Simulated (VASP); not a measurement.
Calculation: PBE GGA + U (Dudarev), VASP's PBE PAW potentials (set 64) (plane waves; VASP).

VASP ran on this input.

File KPOINTS:
```
Regular mesh
0
gamma
9 9 9
```

**INCAR**
```
ALGO=Normal
EDIFF=1E-6
ENCUT=400
GGA=PE
ISIF=2
ISMEAR=1
LASPH=.TRUE.
LCHARG=.FALSE.
LDAU=.TRUE.
LDAUJ=0 0
LDAUL=-1 2
LDAUPRINT=1
LDAUTYPE=2
LDAUU=0 1.0
LMAXMIX=4
LORBIT=10
LREAL=.FALSE.
LWAVE=.FALSE.
NELM=100
PREC=Accurate
SIGMA=0.1
SYSTEM=NiSi2
```

File POSCAR:
```
NiSi2
1
    0.0000000000     2.7050000000     2.7050000000
    2.7050000000     0.0000000000     2.7050000000
    2.7050000000     2.7050000000     0.0000000000
Si Ni
2 1
Direct
  0.2500000000   0.2500000000   0.2500000000
  0.7500000000   0.7500000000   0.7500000000
  0.0000000000   0.0000000000   0.0000000000
```

POTCAR, in this order: Si Ni (PBE.64 set). Program: vasp_std.

Problem. Predict the energy per atom (σ→0), pressure, band gap (on the k-mesh).

Solution. 
The energy per atom (σ→0) comes out as -5.577 eV/atom, the band gap (on the k-mesh) comes out as none (metal, semimetal or under 0.01 eV) and the pressure is 24.5 kbar.

### OSZICAR
```
...
DAV:   8    -0.167789429318E+02    0.13810E-01   -0.17733E+00  1351   0.219E+01    0.259E+00
DAV:   9    -0.167308791582E+02    0.48064E-01   -0.23894E-01  1091   0.105E+01    0.464E-01
DAV:  10    -0.167309541584E+02   -0.75000E-04   -0.66061E-03  1215   0.111E+00    0.249E-01
DAV:  11    -0.167310753787E+02   -0.12122E-03   -0.65102E-04  1116   0.309E-01    0.243E-02
DAV:  12    -0.167311014800E+02   -0.26101E-04   -0.53190E-05  1231   0.135E-01    0.193E-02
DAV:  13    -0.167311027497E+02   -0.12697E-05   -0.25063E-05  1076   0.103E-01    0.797E-03
DAV:  14    -0.167311030187E+02   -0.26899E-06   -0.12098E-06   798   0.128E-02
   1 F= -.16731103E+02 E0= -.16731432E+02  d E =0.986140E-03
```

The compound is NiSi2 in the fluorite structure. The cell was not relaxed at this level. The run is one of a series of settings (LDAU = .TRUE., LDAUJ = 0 0, LDAUL = -1 2, LDAUTYPE = 2, LDAUU = 0 1.0 against the base run), some of them coarse on purpose. The run is not spin-polarised, so no magnetic state was tried.
